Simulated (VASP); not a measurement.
The system is HgTe (Coloradoite).

```
Hg Te
1.0
     0.00000    3.21450    3.21450
     3.21450    0.00000    3.21450
     3.21450    3.21450    0.00000
Hg Te
1 1
Direct
  0.00000 0.00000 0.00000
  0.25000 0.25000 0.25000
```

```yaml
Program: VASP 6.6.1
Task: relaxation of cell and atoms
Functional: PBEsol
Potentials_or_basis: VASP PAW PBE potentials, release 64 (Hg, Te)
Cutoff: 600 eV
k_mesh: 10 × 10 × 10
Occupations: gaussian, width 0.03 eV
Spin: no spin polarisation
```

At the start: pressure 1.9 GPa; volume 33.22 Å³/atom.

Problem. Where does the relaxation end?

Solution. Over 3 steps the energy falls by 7.7 meV/atom and the volume is 34.58 Å³/atom (+4.1 %); space group F-43m (No. 216, to 0.05 Å).

The path:
```tsv
step	energy change (eV)	largest force (eV/Å)	pressure (GPa)	volume (Å³)
1	0.0000	0.0000	1.88	66.43
2	-0.0133	0.0000	-0.63	70.26
3	-0.0155	0.0000	0.00	69.17
```

Final structure:
```
CELL_PARAMETERS angstrom
0.00000 3.25801 3.25801
3.25801 0.00000 3.25801
3.25801 3.25801 0.00000
ATOMIC_POSITIONS crystal
Hg 0.00000 0.00000 0.00000
Te 0.25000 0.25000 0.25000
```

Caveat: the PAW data sets were made with another functional, which shifts forces and pressure a little.
